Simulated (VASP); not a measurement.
An input for Quantum ESPRESSO's pw.x (written as the equivalent of a VASP run, and not itself run):

```
&CONTROL
  calculation = 'vc-relax'
  pseudo_dir = './pseudo'
  outdir = './out'
  tprnfor = .true.
  tstress = .true.
  nstep = 60
  forc_conv_thr = 0.00039
/
&SYSTEM
  ibrav = 0
  nat = 2
  ntyp = 2
  ecutwfc = 86
  occupations = 'smearing'
  smearing = 'gaussian'
  degauss = 0.003675
  input_dft = 'pbe'
/
&ELECTRONS
  conv_thr = 7.3e-08
  electron_maxstep = 100
/
&IONS
/
&CELL
/
ATOMIC_SPECIES
  Pb 207.200 Pb.upf
  Se 78.971 Se.upf
CELL_PARAMETERS angstrom
     0.0000000    3.0715030    3.0715030
     3.0715030    0.0000000    3.0715030
     3.0715030    3.0715030    0.0000000
ATOMIC_POSITIONS crystal
  Pb   0.0000000  0.0000000  0.0000000
  Se   0.2500000  0.2500000  0.2500000
K_POINTS automatic
  7 7 7 0 0 0
```

Task: Write the VASP files for the same calculation (PBE).

Result: Several could match; the one computed here: 
**INCAR**
```
SYSTEM = PbSe
PREC = Accurate
ENCUT = 400
EDIFF = 1E-6
NELM = 100
ALGO = Normal
LREAL = .FALSE.
LASPH = .TRUE.
ISMEAR = 0
SIGMA = 0.05
GGA = PE
LMAXMIX = 4
LWAVE = .FALSE.
LCHARG = .FALSE.
IBRION = 2
ISIF = 3
NSW = 60
EDIFFG = -0.01
```

### POSCAR
```
PbSe
1
    0.0000000000     3.0715030000     3.0715030000
    3.0715030000     0.0000000000     3.0715030000
    3.0715030000     3.0715030000     0.0000000000
Pb Se
1 1
Direct
  0.0000000000   0.0000000000   0.0000000000
  0.2500000000   0.2500000000   0.2500000000
```

File KPOINTS:
```
K-points
0
gamma
 7 7 7
0 0 0
```

POTCAR, in this order: Pb_d Se (PBE.64 set). Program: vasp_std.

Limits of the translation: the potentials are each code's own (VASP's PAW set, PseudoDojo norm-conserving files in pw.x), so ENCUT and ecutwfc are chosen apart and not converted; conv_thr bounds pw.x's estimated SCF error, while EDIFF bounds the energy change between steps; forc_conv_thr acts on force components and is met together with etot_conv_thr.

The structure was generated: PbSe was put into the zinc blende type (F-43m), which need not be its known phase. This run relaxes it. Symmetry was kept, so distortions that lower it aren't found.
